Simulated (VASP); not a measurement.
# RuN (relaxed from the wurtzite structure, space group P6_3mc): computed properties

These are PBEsol GGA, VASP's PBE PAW potentials (set 64) (plane waves; VASP 6.6.1) values and carry that method's errors.

| Item | Value |
|---|---|
| space group | P6_3mc (186) |
| cell | a = b = 3.1121 Å, c = 5.4480 Å, α = β = 90.00°, γ = 120.00° |
| volume per atom | 11.42 Å^3/atom |
| band gap (over mesh and band path) | none (metal, semimetal or under 0.01 eV) |
| density | 8.36 g/cm³ |

```cif
data_N2Ru2
_chemical_formula_sum 'Ru2 N2'
_space_group_name_H-M_alt 'P 1'
_space_group_IT_number 1
_cell_length_a 3.11213
_cell_length_b 3.11213
_cell_length_c 5.44798
_cell_angle_alpha 90.000
_cell_angle_beta 90.000
_cell_angle_gamma 120.000
loop_
_space_group_symop_operation_xyz
  'x, y, z'
loop_
_atom_site_label
_atom_site_type_symbol
_atom_site_fract_x
_atom_site_fract_y
_atom_site_fract_z
_atom_site_occupancy
Ru1 Ru 0.33333 0.66667 0.00706 1
Ru2 Ru 0.66667 0.33333 0.50706 1
N1 N 0.33333 0.66667 0.36794 1
N2 N 0.66667 0.33333 0.86794 1
```

The structure was generated: RuN was put into the wurtzite type (P6_3mc), which need not be its known phase. It was relaxed first, which changed the volume by -27 %. Symmetry was kept, so distortions that lower it aren't found.
